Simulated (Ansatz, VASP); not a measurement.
# SbP: VASP beside Ansatz

One calculation is typed for both programs; each brings its own data sets. How far apart do they land? The cell is generated by rule, not measured, and may not be a known phase. The cell is taken from a series of runs on this material, whose earlier steps may have relaxed, scaled, displaced or heated it; both programs get it as it stands.

Calculated with Ansatz 0.2.0; plane waves, with VASP 6.6.1 beside it; LDA.

The structure was built from a prototype and need not be the compound's stable phase.

## Step 1: The structure

The structure is orthorhombic, space group Pnma (No. 62). The conventional cell has a = 8.057 Å, b = 5.549 Å, c = 4.652 Å, α = 90.00°, β = 90.00°, γ = 90.00°. Nearest to Sb lie 5 P at 2.58 to 2.79 Å. Nearest to P lie 5 Sb at 2.58 to 2.79 Å. Farther neighbours are not listed.

As a file:

```
Sb P
1.0
    -4.65176    0.00000    0.00000
     0.00000    0.00000   -5.54866
    -0.00001   -8.05709    0.00000
Sb P
4 4
Cartesian
  -2.3460 -1.3428 -4.1615
  -4.6316 -5.3714 -4.1615
  -0.0201 -2.6857 -1.3872
  -2.3058 -6.7142 -1.3872
  -0.1400 -2.6857 -4.1615
  -2.1859 -6.7142 -4.1615
  -2.4659 -1.3428 -1.3872
  -4.5118 -5.3714 -1.3872
```

## Step 2: VASP: single point, LDA, pair 1

A single point takes one fixed geometry, so differences don't come from the geometry; what else differs is listed under the comparison.

Lines of VASP's logs that name or quote its potential files are left out, and so is its time.

The input, INCAR:

```
SYSTEM = SbP
PREC = Accurate
ENCUT = 500
EDIFF = 1E-06
NELM = 120
ISMEAR = 1
SIGMA = 0.15
LREAL = .FALSE.
ALGO = Normal
GGA = PW92
NBANDS = 28
LORBIT = 11
LWAVE = .FALSE.
LCHARG = .FALSE.
ISIF = 2
LASPH = .TRUE.
GGA_COMPAT = .FALSE.
KPAR = 2
```

The input, POSCAR:

```
SbP
1.0
   -4.6517605951      0.0000030644      0.0000000000
    0.0000000000      0.0000000000     -5.5486638842
   -0.0000053077     -8.0570856954      0.0000000000
Sb P
4 4
Direct
    0.5043275712      0.7500000000      0.1666666667
    0.9956724288      0.7500000000      0.6666666667
    0.0043275712      0.2500000000      0.3333333333
    0.4956724288      0.2500000000      0.8333333333
    0.0300961318      0.7500000000      0.3333333333
    0.4699038682      0.7500000000      0.8333333333
    0.5300961318      0.2500000000      0.1666666667
    0.9699038682      0.2500000000      0.6666666667
```

The input, KPOINTS:

```
Automatic mesh
0
Gamma
8 6 4
0 0 0
```

PAW data sets: Sb and P (LDA family, release 64).

Run with:

```bash
$ mpirun -np 2 vasp_std
```

Numbers of over 12 decimals in the logs are rounded to 6 here.

The program printed:

```text
[banner, memory and clock lines left out]
running    2 mpi-ranks, on    1 nodes
 distrk:  each k-point on    1 cores,    2 groups
 distr:  one band on    1 cores,    1 groups

 POSCAR found type information on POSCAR SbP
 POSCAR found :  2 types and       8 ions
|                                                                             |
|               ----> ADVICE to this user running VASP <----                  |
|                                                                             |
|     You enforced a specific xc type in the INCAR file but a different       |
|     [... a line on the potential file left out ...]
|     I HOPE YOU KNOW WHAT YOU ARE DOING!                                     |
|                                                                             |

 LDA part: xc-table for (Slater(with rela. corr.)+PW92), standard interpolation
 POSCAR, INCAR and KPOINTS ok, starting setup
 FFT: planning ... GRIDC
 FFT: planning ... GRID_SOFT
 FFT: planning ... GRID
 WAVECAR not read
 entering main loop
       N       E                     dE             d eps       ncg     rms          rms(c)
DAV:   1     0.206553623063E+03    0.20655E+03   -0.14114E+04  3360   0.113E+03
DAV:   2    -0.212607168322E+02   -0.22781E+03   -0.22186E+03  4172   0.193E+02
DAV:   3    -0.412073980384E+02   -0.19947E+02   -0.19433E+02  4236   0.619E+01
DAV:   4    -0.417503830287E+02   -0.54298E+00   -0.53704E+00  4412   0.105E+01
DAV:   5    -0.417626269330E+02   -0.12244E-01   -0.12228E-01  4576   0.171E+00    0.936E+00
DAV:   6    -0.409194945034E+02    0.84313E+00   -0.24202E+00  3864   0.513E+00    0.572E+00
DAV:   7    -0.408780954054E+02    0.41399E-01   -0.34907E-01  4268   0.222E+00    0.215E+00
DAV:   8    -0.408625505758E+02    0.15545E-01   -0.36272E-02  3992   0.762E-01    0.538E-01
DAV:   9    -0.408617989053E+02    0.75167E-03   -0.55978E-03  4224   0.336E-01    0.128E-01
DAV:  10    -0.408618373386E+02   -0.38433E-04   -0.27850E-04  4288   0.810E-02    0.643E-02
DAV:  11    -0.408618552096E+02   -0.17871E-04   -0.12612E-04  4152   0.434E-02    0.258E-02
DAV:  12    -0.408618514122E+02    0.37975E-05   -0.18207E-05  4028   0.177E-02    0.137E-02
DAV:  13    -0.408618515126E+02   -0.10040E-06   -0.17554E-06  2308   0.586E-03
   1 F= -.40861852E+02 E0= -.40861429E+02  d E =-.126746E-02
```

OUTCAR, selected parts (step 2):

```text
ion  position               nearest neighbor table
   1  0.504  0.750  0.167-   5 2.58   6 2.69   7 2.78   7 2.78   5 2.79
   2  0.996  0.750  0.667-   6 2.58   5 2.69   8 2.78   8 2.78   6 2.79
   3  0.004  0.250  0.333-   7 2.58   8 2.69   5 2.78   5 2.78   7 2.79
   4  0.496  0.250  0.833-   8 2.58   7 2.69   6 2.78   6 2.78   8 2.79
   5  0.030  0.750  0.333-   1 2.58   2 2.69   3 2.78   3 2.78   1 2.79
   6  0.470  0.750  0.833-   2 2.58   1 2.69   4 2.78   4 2.78   2 2.79
   7  0.530  0.250  0.167-   3 2.58   4 2.69   1 2.78   1 2.78   3 2.79
   8  0.970  0.250  0.667-   4 2.58   3 2.69   2 2.78   2 2.78   4 2.79

  LATTYP: Found a simple orthorhombic cell.
 ALAT       =     4.6517605951
 B/A-ratio  =     1.1928094258
 C/A-ratio  =     1.7320508076

 Subroutine GETGRP returns: Found  8 space group operations
 (whereof  2 operations were pure point group operations)

The static configuration has the point symmetry S_2 .
 The point group associated with its full space group is D_2h.

 Found     60 irreducible k-points:

   k-points           NKPTS =     60   k-points in BZ     NKDIM =     60   number of bands    NBANDS=     28

   dimension x,y,z NGX =    36 NGY =   40 NGZ =   60
   dimension x,y,z NGXF=    72 NGYF=   80 NGZF=  120

   ENCUT  =  500.0 eV  36.75 Ry    6.06 a.u.   8.48 10.12 14.69*2*pi/ulx,y,z

   NELECT =      40.0000    total number of electrons

 k-points in reciprocal lattice and weights: Automatic mesh
   0.00000000  0.00000000  0.00000000       0.005
   0.12500000  0.00000000  0.00000000       0.010
   0.25000000  0.00000000  0.00000000       0.010
   0.37500000  0.00000000  0.00000000       0.010
   0.50000000  0.00000000  0.00000000       0.005
   0.00000000  0.16666667  0.00000000       0.010
   0.12500000  0.16666667  0.00000000       0.021
   0.25000000  0.16666667  0.00000000       0.021
   0.37500000  0.16666667  0.00000000       0.021
[...]
0.37500000  0.50000000  0.50000000       0.010
   0.50000000  0.50000000  0.50000000       0.005

 average (electrostatic) potential at core
       1 -87.8102       2 -87.8102       3 -87.8102       4 -87.8102       5 -83.7982
       6 -83.7982       7 -83.7982       8 -83.7982

 E-fermi :   6.3549

 k-point     1 :       0.0000    0.0000    0.0000
  band No.  band energies     occupation
    ...
     17       4.0546      2.00000
     18       4.0988      2.00000
     19       4.1326      2.00000
     20       5.6771      2.00000
     21       6.0021      2.00438
     22       6.4421      0.17657
     23       8.4520     -0.00000
     24       8.5085     -0.00000
     25       8.7200     -0.00000
     26       9.6537      0.00000
    ...

 k-point     2 :       0.1250    0.0000    0.0000
  band No.  band energies     occupation
    ...
     17       3.8722      2.00000
     18       4.0748      2.00000
     19       4.6751      2.00000
     20       5.8189      2.00001
     21       6.3072      1.50883
     22       6.7577     -0.00097
     23       7.7206     -0.00000
     24       8.7226     -0.00000
     25       8.9724     -0.00000
     26       8.9998     -0.00000
    ...

 k-point     3 :       0.2500    0.0000    0.0000
  band No.  band energies     occupation
    ...
     16       3.3988      2.00000
     17       3.6893      2.00000
     18       5.0374      2.00000
     19       5.5270      2.00000
     20       5.8963      2.00014
     21       6.5486     -0.06967
     22       7.1895     -0.00000
     23       8.0422     -0.00000
     24       8.5711     -0.00000
     25       8.7860     -0.00000
    ...

  Total        0.9941518      0.7132102      0.0552360     -0.0000002      0.0000000     -0.0000000
  in kB        7.6591319      5.4947052      0.4255482     -0.0000014      0.0000000     -0.0000000
  external PRESSURE =       4.5264618 kB  Pullay stress =       0.0000000 kB

  energy-cutoff  :      500.00
  volume of cell :      207.96
      direct lattice vectors                 reciprocal lattice vectors
    -4.651760595  0.000003064  0.000000000    -0.214972370  0.000000142  0.000000000
     0.000000000  0.000000000 -5.548663884     0.000000000  0.000000000 -0.180223567
    -0.000005308 -8.057085695  0.000000000    -0.000000082 -0.124114356  0.000000000

 POSITION                                       TOTAL-FORCE (eV/Angst)
 -----------------------------------------------------------------------------------
     -2.34601     -1.34285     -4.16150        -0.141613      0.040022      0.000000
     -4.63163     -5.37139     -4.16150         0.141613      0.040022     -0.000000
     -0.02013     -2.68570     -1.38717        -0.141613     -0.040022      0.000000
     -2.30575     -6.71424     -1.38717         0.141613     -0.040022      0.000000
     -0.14000     -2.68570     -4.16150         0.041357     -0.124299     -0.000000
     -2.18588     -6.71424     -4.16150        -0.041357     -0.124299     -0.000000
     -2.46588     -1.34285     -1.38717         0.041357      0.124299      0.000000
     -4.51176     -5.37139     -1.38717        -0.041357      0.124299      0.000000
 -----------------------------------------------------------------------------------
    total drift:                                0.000000     -0.000000      0.000000

  FREE ENERGIE OF THE ION-ELECTRON SYSTEM (eV)
  ---------------------------------------------------
  free  energy   TOTEN  =       -40.8618515126 eV

  energy  without entropy=      -40.8605840547  energy(sigma->0) =      -40.86142903

 total charge
# of ion       s       p       d       tot
------------------------------------------
    1        1.249   1.092   0.062   2.402
    2        1.249   1.092   0.062   2.402
    3        1.249   1.092   0.062   2.402
    4        1.249   1.092   0.062   2.402
    5        1.111   1.339   0.000   2.451
    6        1.111   1.339   0.000   2.451
    7        1.111   1.339   0.000   2.451
    8        1.111   1.339   0.000   2.451
--------------------------------------------------
tot          9.439   9.724   0.247  19.410

[... 3 further parts left out ...]
```

The run ends at a pressure of 0.45 GPa, with forces up to 0.15 eV/Å.

## Step 3: Ansatz: single point, LDA, pair 1

Ansatz runs on its default PAW (the set named soft_2) files.

The same cell, functional (in two slightly different forms), mesh and smearing now go to Ansatz, which takes its cutoff from its data sets.

The input, input.yaml:

```yaml
crystal:
  lattice:
    - [-4.6517605951, 3.0644e-06, 0.0]
    - [0.0, 0.0, -5.5486638842]
    - [-5.3077e-06, -8.0570856954, 0.0]
  atoms:
    - { symbol: Sb, position: [0.5043275712, 0.75, 0.1666666667] }
    - { symbol: Sb, position: [-0.0043275712, 0.75, 0.6666666667] }
    - { symbol: Sb, position: [1.0043275712, 0.25, 0.3333333333] }
    - { symbol: Sb, position: [0.4956724288, 0.25, 0.8333333333] }
    - { symbol: P, position: [1.0300961318, 0.75, 0.3333333333] }
    - { symbol: P, position: [0.4699038682, 0.75, 0.8333333333] }
    - { symbol: P, position: [0.5300961318, 0.25, 0.1666666667] }
    - { symbol: P, position: [-0.0300961318, 0.25, 0.6666666667] }
kpoints:
  mp_grid: { grid: [8, 6, 4] }
hamiltonian:
  xc: lda
scf:
  occupations: { method: methfessel_paxton, width: 0.15 }
output:
  forces: true
  stress: true
  eigenvalues: true
```

Run with:

```bash
$ ansatz run input.yaml --threads 4 --pin off --max-ram 7168MiB --backend cpu --events-out ev --progress --plain --runs-dir out
```

The program printed:

```text
Engine: ansatz 0.2.0, aarch64-unknown-linux-gnu
Pseudopotentials: kind: paw
Pseudopotential: Sb, paw, valence charge 15, recommended cutoff 420 eV (normal), Sb.paw.azcp
Pseudopotential: P, paw, valence charge 5, recommended cutoff 420 eV (normal), P.paw.azcp
Functional definition: SPW92
  exchange = slater_x
  correlation = pw_c
Crystal: 8 atoms, lattice volume = 207.962 Å³
Basis set: ecut = 420 eV, 4059 PW (Γ)
Bands: 48, of which v1, the nominal top of the filled ones, is band 40 counted from 1 (39 counted from 0)
Symmetry: 8 space group operations
Space group: Pnma (ITA 62), of the structure as read, at distance tolerance 5.9e-5 Å
k-points: 60 of 192
Non-local potential: Sb, projectors of the file, l = 0: 2, l = 1: 2, l = 2: 2, l = 3: 2
Non-local potential: P, projectors of the file, l = 0: 2, l = 1: 2, l = 2: 2
PAW form: soft (Blöchl's): semilocal exchange-correlation on the pseudo side does not see the compensation charge
PAW frozen core: Sb, regenerated for the run's functional, and the local potential with it (the file was generated under x = pbe(κ = 0.804, μ = 0.219515), c = pbe(β = 0.066725))
PAW frozen core: P, regenerated for the run's functional, and the local potential with it (the file was generated under x = pbe(κ = 0.804, μ = 0.219515), c = pbe(β = 0.066725))
PAW one-centre angular grid: Sb, 590 points (default); XC on 64 Gauss nodes
PAW one-centre angular grid: P, 110 points (default); XC on 64 Gauss nodes
Initial density: superposition of atomic densities (neutral atoms: chi_scale 0, normalization atom), corrected by the library's trained network
Initial wavefunctions: pseudopotential atomic-orbital guess
Functional: x = slater, c = lda
SCF iter   1: F=—  HF=-28244.701013 eV  |F-HF|=—  |Δ(HF+E_count)|=         —  Δρ=6.40e-3  dr2=7.66e-2  ethr=1.77e-3  ⟨swp⟩=9.2  Hψ=12899  notcnv=0
preconditioner: auto → LDOS  [metal: Δε(μ)=0.011 eV  Ē_g=7.768 eV  σ=0.150 eV  W_gap=0.06  n_scr=38 (ndim 8)  ℏωp=16.3 eV  f_vac=0.050  D(μ)=4.15/eV (n_scr^D=20)  β→1.0]
SCF iter   2: F=—  HF=-28244.670632 eV  |F-HF|=—  |Δ(HF+E_count)|=   3.04e-2  S|Δr|=    0.00e0  Δρ=1.19e-3  dr2=3.65e-3  ethr=9.58e-5  ⟨swp⟩=3.0  Hψ=6058  notcnv=0  defer=1
SCF iter   3: F=—  HF=-28244.669958 eV  |F-HF|=—  |Δ(HF+E_count)|=   6.74e-4  S|Δr|=    0.00e0  Δρ=8.76e-4  dr2=1.94e-3  ethr=4.56e-6  ⟨swp⟩=2.4  Hψ=5244  notcnv=0  defer=1
SCF iter   4: F=—  HF=-28244.669222 eV  |F-HF|=—  |Δ(HF+E_count)|=   7.36e-4  S|Δr|=    0.00e0  Δρ=1.69e-4  dr2=8.92e-5  ethr=2.43e-6  ⟨swp⟩=2.0  Hψ=5200  notcnv=0  defer=1
SCF iter   5: F=—  HF=-28244.669243 eV  |F-HF|=—  |Δ(HF+E_count)|=   2.10e-5  S|Δr|=    0.00e0  Δρ=4.72e-5  dr2=6.34e-6  ethr=1.11e-7  ⟨swp⟩=2.6  Hψ=5324  notcnv=0  defer=1
SCF iter   6: F=—  HF=-28244.669242 eV  |F-HF|=—  |Δ(HF+E_count)|=   1.17e-6  S|Δr|=    0.00e0  Δρ=1.21e-5  dr2=4.97e-7  ethr=7.92e-9  ⟨swp⟩=2.0  Hψ=5224  notcnv=0  defer=1
SCF iter   7: F=-28244.669242 eV  HF=-28244.669242 eV  |F-HF|=5.27e-8  |Δ(HF+E_count)|=   2.26e-8  S|Δr|=    0.00e0  Δρ=4.85e-6  dr2=6.85e-8  ethr=1.25e-10  ⟨swp⟩=11.8  Hψ=14423  notcnv=0
SCF 1 converged in 7 iterations: F = -28244.669242 eV  dr2 = 6.85e-8
  greatest PAW one-centre occupation: 0.998 electrons in one spin orbital (limit 2), on the Sb atom at site 3 (counted from 0), in its partial waves of l = 2
SCF converged after 7 iterations
Stability not checked: this state was not tested for a lower state beside it, because cold or Methfessel-Paxton smearing, or corrected tetrahedra, fill the levels in a way that the test cannot read (fill_not_monotonic; see scf.lower_state_search)
Free energy (F): -28244.669242 eV
Harris-Foulkes:  -28244.669242 eV  (|F-HF|=5.27e-8)
Internal energy: -28244.668127 eV  (E = F + TS)
E sigma→0 (E₀):  -28244.668963 eV
Entropy (-TS):   -0.001115 eV (-0.139 meV/atom)
Fermi energy:    8.213937 eV
--- Per-component energies (eV) ---
  E_band       = -758.291027
  E_kinetic    = 1113.228436
  E_local      = -7519.564353  (includes V_loc(G=0)·N_el)
  E_nonlocal   = 1606.957205
  E_hartree    = 3342.040700
  E_xc         = -795.401766
  E_vxc        = -631.716892  (∫ρ·V_xc dr)
  E_paw        = -19865.002376  (= ΣΔE_a)
  E_vpaw       = -2011.276892  (= ΣTr[D̂ρ^β])
  E_aug_tail   = 0.000005  (compensation charges beyond the density's cutoff)
  E_ewald      = -6129.630678
  E_core_change = 2.704700  (= ΣΔE_core)
  E_smearing   = -0.001115  (= −TS)
  E_closure    = 0.000000  (closes the sum)
  Σ components = -28244.669242   (vs F -28244.669242, Δ=0.00e0)
--- Forces (eV/Å), atoms counted from 1 ---
  atom   1  Sb    -0.12111432     0.04028074     0.00000000
  atom   2  Sb     0.12111437     0.04028058     0.00000000
  atom   3  Sb    -0.12111437    -0.04028058     0.00000000
  atom   4  Sb     0.12111432    -0.04028074     0.00000000
  atom   5  P      0.02171503    -0.12359499     0.00000000
  atom   6  P     -0.02171519    -0.12359496     0.00000000
  atom   7  P      0.02171519     0.12359496     0.00000000
  atom   8  P     -0.02171503     0.12359499     0.00000000
  max |Σ_I F_I| component: 5.55e-17 eV/Å
--- Stress (GPa, compression-positive) ---
        0.597678      -0.000000       0.000000
       -0.000000       0.381201       0.000000
        0.000000       0.000000      -0.005563
  P = ⅓ Tr σ = 0.3244 GPa (3.244 kbar)
--- Band table (eV; the first three rows and the last of 60) ---
  k-point 0: bands = [... 36 lower, 5.9235, 5.9678, 6.0018, 7.5346, 7.8679, 8.3008, 10.3210, 10.3668, ... 4 higher]
  k-point 1: bands = [... 36 lower, 5.6885, 5.8361, 6.6779, 7.6388, 7.8321, 8.5393, 9.4012, 10.2332, ... 4 higher]
  k-point 2: bands = [... 36 lower, 5.5748, 5.5748, 7.4535, 7.4535, 8.2315, 8.2315, 9.4016, 9.4016, ... 4 higher]
  k-point 59: bands = [... 36 lower, 7.2586, 7.2586, 7.2586, 7.2586, 8.6333, 8.6333, 8.6333, 8.6333, ... 4 higher]
```

The run ends at a pressure of 0.32 GPa, with forces up to 0.13 eV/Å.

## Step 4: Comparison

Known differences besides the potentials themselves: the data sets hold 80 valence electrons in Ansatz (on its default PAW (the set named soft_2) files) and 40 in VASP; the cutoff is 420 eV in Ansatz and 500 eV in VASP; VASP's log shows a relativistic correction to its local exchange, Ansatz's none. Total energies have different zeros and are not compared.

Compared:

| quantity | Ansatz | VASP | difference |
| --- | --- | --- | --- |
| pressure (GPa) | 0.32 | 0.45 | -0.13 |

Forces (eV/Å; atoms numbered as in POSCAR):

```csv
atom,"Ansatz x, y, z","VASP x, y, z"
Sb1,"-0.121, 0.040, 0.000","-0.142, 0.040, 0.000"
Sb2,"0.121, 0.040, 0.000","0.142, 0.040, 0.000"
Sb3,"-0.121, -0.040, 0.000","-0.142, -0.040, 0.000"
Sb4,"0.121, -0.040, 0.000","0.142, -0.040, 0.000"
P5,"0.022, -0.124, 0.000","0.041, -0.124, 0.000"
P6,"-0.022, -0.124, 0.000","-0.041, -0.124, 0.000"
P7,"0.022, 0.124, 0.000","0.041, 0.124, 0.000"
P8,"-0.022, 0.124, 0.000","-0.041, 0.124, 0.000"
```

The forces differ by 12 meV/Å r.m.s., which is 14.4 % of the r.m.s. force of 0.080 eV/Å (both taken over all components).

[end of part 1 of 2]

[Lines on the potential files, build, host, timing and source positions are cut from VASP's logs without a mark.]

[Logs are printed without paths, hosts, clocks, repeated set-up lines and the standing remarks that a program may print on its own settings, such as how far it seeks lower states.]

[Hosts, paths, dates, database ids (printed as entryN), source tags and the programs' standing remarks are cut or masked in the printed files.]
